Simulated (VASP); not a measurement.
```yaml
crystal:
  lattice:
    - [0.00000, 3.05938, 3.05938]
    - [3.05938, 0.00000, 3.05938]
    - [3.05938, 3.05938, 0.00000]
  atoms:
    - { symbol: Cd, position: [0.00000, 0.00000, 0.00000] }
    - { symbol: Se, position: [0.25000, 0.25000, 0.25000] }
```

Calculation: vdW-DF-cx, VASP's PBE PAW potentials (set 64) (plane waves; VASP). Settings: 520 eV cut-off, 8×8×8 Γ-centred mesh, tetrahedra with Blöchl corrections, potentials Cd Se.

Task: What does the run give for the energy per atom (σ→0), band gap (on the k-mesh) with the smallest direct gap where there is one?

Result: 
- band gap (on the k-mesh): 0.47 eV
- smallest direct gap (on the k-mesh): 0.47 eV
- energy per atom (σ→0): -369 meV/atom

Total energies compare only between runs with the same potentials, cut-off and functional.

The compound is CdSe in the zinc blende structure, whereas wurtzite is the usual form. It was relaxed first.
